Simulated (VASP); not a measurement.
Here is the system:

```
CdI2
1.0
    2.21967    -3.84458     0.00000
    2.21967     3.84458     0.00000
    0.00000     0.00000     8.50145
Cd I
1 2
Cartesian
  0.00000   0.00000   0.00000
  2.21967   1.28153   1.72142
  2.21967  -1.28153   6.78003
```

Computed with RPBE GGA, VASP's PBE PAW potentials (set 64) (plane waves; VASP 6.6.1). Settings: 520 eV cut-off, 7×7×3 Γ-centred mesh, tetrahedra with Blöchl corrections, potentials Cd I.

The cores are frozen, which limits the accuracy of field gradients. Without a dispersion term in the relaxation, distances and binding between the weakly bound layers, chains or molecules are unreliable, and so is what depends on them.

Question: Give the principal components of the electric field gradient (V/Å²) and the asymmetry η at each nucleus.

Answer: 
```json
[
 {"atom": "Cd1", "Vxx": "-3.5", "Vyy": "-3.5", "Vzz": "6.9", "η": "0.00"},
 {"atom": "I2", "Vxx": "42.6", "Vyy": "42.6", "Vzz": "-85.2", "η": "0.00"},
 {"atom": "I3", "Vxx": "42.6", "Vyy": "42.6", "Vzz": "-85.2", "η": "0.00"}
]
```

The compound is CdI2 in the 1T layered structure. It was relaxed first, which changed the volume by +36 %.
